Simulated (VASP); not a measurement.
Calculation: LDA (Ceperley-Alder, Perdew-Zunger), VASP's LDA PAW potentials (set 64) (plane waves; VASP).

The input files of a VASP run:

**INCAR**
```
SYSTEM = Hf
PREC = Accurate; ENCUT = 270; LREAL = Auto
LASPH = .TRUE.
EDIFF = 1E-6; NELM = 100; ALGO = Normal
LMAXMIX = 6
ISMEAR = 0; SIGMA = 0.1
ISIF = 2
LWAVE = .FALSE.; LCHARG = .FALSE.
```

POSCAR:
```
Hf
1
    5.3771810000     0.0000000000     0.0000000000
    0.0000000000     9.9888050000     0.0000000000
    0.0000000000     0.0000000000    20.3644000000
Hf
20
Direct
  0.9166670000   0.0000000000   0.3437370000
  0.9166670000   0.5000000000   0.3437370000
  0.2500000000   0.7500000000   0.3437370000
  0.5833330000   0.2500000000   0.3437370000
  0.4166670000   0.0000000000   0.4218690000
  0.4166670000   0.5000000000   0.4218690000
  0.7500000000   0.7500000000   0.4218690000
  0.0833330000   0.2500000000   0.4218690000
  0.9166670000   0.0000000000   0.5000000000
  0.9166670000   0.5000000000   0.5000000000
  0.2500000000   0.7500000000   0.5000000000
  0.5833330000   0.2500000000   0.5000000000
  0.4166670000   0.0000000000   0.5781310000
  0.4166670000   0.5000000000   0.5781310000
  0.7500000000   0.7500000000   0.5781310000
  0.0833330000   0.2500000000   0.5781310000
  0.9166670000   0.0000000000   0.6562630000
  0.9166670000   0.5000000000   0.6562630000
  0.2500000000   0.7500000000   0.6562630000
  0.5833330000   0.2500000000   0.6562630000
```

File KPOINTS:
```
Automatic mesh
0
Gamma
5 3 1
0 0 0
```

POTCAR, in this order: Hf_pv (LDA.64 set). Program: vasp_std.

Output

### OUTCAR
```
 ion  position               nearest neighbor table
   1  0.917  0.000  0.344-   3 3.07   4 3.07   8 3.09   7 3.09   5 3.12   5 3.12   9 3.18
   2  0.917  0.500  0.344-   3 3.07   4 3.07   8 3.09   7 3.09   6 3.12   6 3.12  10 3.18
   3  0.250  0.750  0.344-   1 3.07   2 3.07   5 3.09   6 3.09   7 3.12   7 3.12  11 3.18
   4  0.583  0.250  0.344-   1 3.07   2 3.07   5 3.09   6 3.09   8 3.12   8 3.12  12 3.18
   5  0.417  0.000  0.422-   7 3.07   8 3.07  12 3.09  11 3.09   4 3.09   3 3.09   9 3.12   9 3.12
                             1 3.12   1 3.12  13 3.18
   6  0.417  0.500  0.422-   7 3.07   8 3.07  12 3.09  11 3.09   4 3.09   3 3.09  10 3.12  10 3.12
                             2 3.12   2 3.12  14 3.18
   7  0.750  0.750  0.422-   5 3.07   6 3.07   9 3.09  10 3.09   1 3.09   2 3.09  11 3.12  11 3.12
                             3 3.12   3 3.12  15 3.18
   8  0.083  0.250  0.422-   5 3.07   6 3.07   9 3.09  10 3.09   1 3.09   2 3.09  12 3.12  12 3.12
                             4 3.12   4 3.12  16 3.18
   9  0.917  0.000  0.500-  11 3.07  12 3.07   8 3.09  16 3.09  15 3.09   7 3.09   5 3.12  13 3.12
                             5 3.12  13 3.12   1 3.18  17 3.18
  10  0.917  0.500  0.500-  11 3.07  12 3.07   8 3.09  16 3.09  15 3.09   7 3.09   6 3.12  14 3.12
                             6 3.12  14 3.12   2 3.18  18 3.18
  11  0.250  0.750  0.500-   9 3.07  10 3.07   5 3.09   6 3.09  13 3.09  14 3.09   7 3.12  15 3.12
                             7 3.12  15 3.12   3 3.18  19 3.18
  12  0.583  0.250  0.500-   9 3.07  10 3.07   5 3.09   6 3.09  13 3.09  14 3.09   8 3.12  16 3.12
                             8 3.12  16 3.12   4 3.18  20 3.18
  13  0.417  0.000  0.578-  15 3.07  16 3.07  12 3.09  11 3.09  20 3.09  19 3.09   9 3.12   9 3.12
                            17 3.12  17 3.12   5 3.18
  14  0.417  0.500  0.578-  15 3.07  16 3.07  12 3.09  11 3.09  20 3.09  19 3.09  10 3.12  10 3.12
                            18 3.12  18 3.12   6 3.18
  15  0.750  0.750  0.578-  13 3.07  14 3.07   9 3.09  10 3.09  17 3.09  18 3.09  11 3.12  11 3.12
                            19 3.12  19 3.12   7 3.18
  16  0.083  0.250  0.578-  13 3.07  14 3.07   9 3.09  10 3.09  17 3.09  18 3.09  12 3.12  12 3.12
                            20 3.12  20 3.12   8 3.18
  17  0.917  0.000  0.656-  19 3.07  20 3.07  16 3.09  15 3.09  13 3.12  13 3.12   9 3.18
  18  0.917  0.500  0.656-  19 3.07  20 3.07  16 3.09  15 3.09  14 3.12  14 3.12  10 3.18
  19  0.250  0.750  0.656-  17 3.07  18 3.07  13 3.09  14 3.09  15 3.12  15 3.12  11 3.18
  20  0.583  0.250  0.656-  17 3.07  18 3.07  13 3.09  14 3.09  16 3.12  16 3.12  12 3.18
  LATTYP: Found a simple orthorhombic cell.
 ALAT       =     5.3771810000
 B/A-ratio  =     1.8576285604
 C/A-ratio  =     3.7871888635
 Subroutine PRICEL returns:
 Original cell was already a primitive cell.
 Subroutine GETGRP returns: Found  8 space group operations
...
```

OSZICAR:
```
       N       E                     dE             d eps       ncg     rms          rms(c)
DAV:   1     0.733786469547E+03    0.73379E+03   -0.84693E+04  1944   0.867E+02
DAV:   2    -0.145210476885E+03   -0.87900E+03   -0.85380E+03  1664   0.266E+02
DAV:   3    -0.214160270510E+03   -0.68950E+02   -0.65867E+02  1936   0.551E+01
DAV:   4    -0.218202822449E+03   -0.40426E+01   -0.38596E+01  1976   0.119E+01
DAV:   5    -0.218432392299E+03   -0.22957E+00   -0.22437E+00  1992   0.235E+00    0.212E+02
DAV:   6    -0.212069006075E+03    0.63634E+01   -0.18866E+02  1920   0.247E+01    0.788E+01
DAV:   7    -0.237185578939E+03   -0.25117E+02   -0.46252E+02  1840   0.292E+01    0.112E+02
DAV:   8    -0.200478513669E+03    0.36707E+02   -0.13918E+02  1984   0.177E+01    0.508E+01
DAV:   9    -0.198837506578E+03    0.16410E+01   -0.15543E+01  2024   0.734E+00    0.313E+01
DAV:  10    -0.198552246615E+03    0.28526E+00   -0.13002E+00  2040   0.265E+00    0.222E+01
DAV:  11    -0.198325386036E+03    0.22686E+00   -0.30211E-01  1992   0.123E+00    0.144E+01
DAV:  12    -0.198140848331E+03    0.18454E+00   -0.57600E-01  2056   0.173E+00    0.365E+00
DAV:  13    -0.198133821371E+03    0.70270E-02   -0.12409E-01  2008   0.849E-01    0.178E+00
DAV:  14    -0.198132689525E+03    0.11318E-02   -0.29068E-02  1952   0.401E-01    0.801E-01
DAV:  15    -0.198134018775E+03   -0.13293E-02   -0.54561E-03  2008   0.178E-01    0.591E-01
DAV:  16    -0.198134703769E+03   -0.68499E-03   -0.24217E-03  1920   0.928E-02    0.223E-01
DAV:  17    -0.198135403443E+03   -0.69967E-03   -0.59342E-04  1760   0.579E-02    0.100E-01
DAV:  18    -0.198135813908E+03   -0.41046E-03   -0.20232E-04  1808   0.303E-02    0.655E-02
DAV:  19    -0.198136114234E+03   -0.30033E-03   -0.78822E-05  1624   0.155E-02    0.568E-02
DAV:  20    -0.198136498862E+03   -0.38463E-03   -0.11264E-04  1616   0.140E-02    0.216E-02
DAV:  21    -0.198136736546E+03   -0.23768E-03   -0.62562E-05  1528   0.111E-02    0.197E-02
DAV:  22    -0.198136992162E+03   -0.25562E-03   -0.20587E-05  1400   0.893E-03    0.167E-02
DAV:  23    -0.198137179809E+03   -0.18765E-03   -0.80339E-06  1328   0.405E-03    0.100E-02
DAV:  24    -0.198137345058E+03   -0.16525E-03   -0.65176E-06  1264   0.327E-03    0.567E-03
DAV:  25    -0.198137449699E+03   -0.10464E-03   -0.37909E-06  1208   0.233E-03    0.308E-03
DAV:  26    -0.198137525390E+03   -0.75691E-04   -0.55597E-06  1144   0.217E-03    0.392E-03
DAV:  27    -0.198137533564E+03   -0.81746E-05   -0.63547E-07  1120   0.861E-04    0.393E-03
DAV:  28    -0.198137536442E+03   -0.28773E-05   -0.22702E-07   960   0.714E-04    0.238E-03
DAV:  29    -0.198137536993E+03   -0.55124E-06   -0.11548E-07  1000   0.625E-04
   1 F= -.19813754E+03 E0= -.19808224E+03  d E =-.110589E+00
```

File OUTCAR:
```
------------------------ aborting loop because EDIFF is reached ----------------------------------------
  FORCE on cell =-STRESS in cart. coord.  units (eV):
  Direction    XX          YY          ZZ          XY          YZ          ZX
  --------------------------------------------------------------------------------------
  Total      -28.0967937    -22.4824235    -26.2624560      0.0000000      0.0000000      0.0000000
  in kB      -41.1554672    -32.9316808    -38.4685761      0.0000000      0.0000000      0.0000000
  external PRESSURE =     -37.5185747 kB  Pullay stress =       0.0000000 kB
  volume of cell :     1093.80
      direct lattice vectors                 reciprocal lattice vectors
     5.377181000  0.000000000  0.000000000     0.185971051  0.000000000  0.000000000
     0.000000000  9.988805000  0.000000000     0.000000000  0.100112075  0.000000000
     0.000000000  0.000000000 20.364400000     0.000000000  0.000000000  0.049105301
 POSITION                                       TOTAL-FORCE (eV/Angst)
 -----------------------------------------------------------------------------------
      4.92908      0.00000      7.00000        -0.000000     -0.000000      1.154780
      4.92908      4.99440      7.00000         0.000000     -0.000000      1.154780
      1.34430      7.49160      7.00000         0.780419      0.000000      1.068309
      3.13669      2.49720      7.00000        -0.780419      0.000000      1.068309
      2.24049      0.00000      8.59111        -0.000000      0.000000     -0.354046
      2.24049      4.99440      8.59111         0.000000      0.000000     -0.354046
      4.03289      7.49160      8.59111        -0.285888      0.000000     -0.224618
      0.44810      2.49720      8.59111         0.285888      0.000000     -0.224618
      4.92908      0.00000     10.18220         0.000000      0.000000      0.000000
      4.92908      4.99440     10.18220         0.000000      0.000000      0.000000
      1.34430      7.49160     10.18220         0.311980      0.000000      0.000000
      3.13669      2.49720     10.18220        -0.311980      0.000000      0.000000
      2.24049      0.00000     11.77329        -0.000000      0.000000      0.354046
      2.24049      4.99440     11.77329         0.000000      0.000000      0.354046
      4.03289      7.49160     11.77329        -0.285888      0.000000      0.224618
      0.44810      2.49720     11.77329         0.285888      0.000000      0.224618
      4.92908      0.00000     13.36440        -0.000000     -0.000000     -1.154780
      4.92908      4.99440     13.36440         0.000000     -0.000000     -1.154780
      1.34430      7.49160     13.36440         0.780419      0.000000     -1.068309
      3.13669      2.49720     13.36440        -0.780419      0.000000     -1.068309
 -----------------------------------------------------------------------------------
    total drift:                                0.007978      0.000000      0.000000
  FREE ENERGIE OF THE ION-ELECTRON SYSTEM (eV)
  ---------------------------------------------------
  free  energy   TOTEN  =      -198.1375369929 eV

  energy  without entropy=     -198.0269482322  energy(sigma->0) =     -198.08224261
```
(Selected blocks of OUTCAR.)

At this cut-off the stress carries a Pulay error, which pulls relaxed volumes low. The cell holds a wide vacuum, so values per volume refer to the whole cell.

The cell is a sheet with vacuum, built from a generated structure.
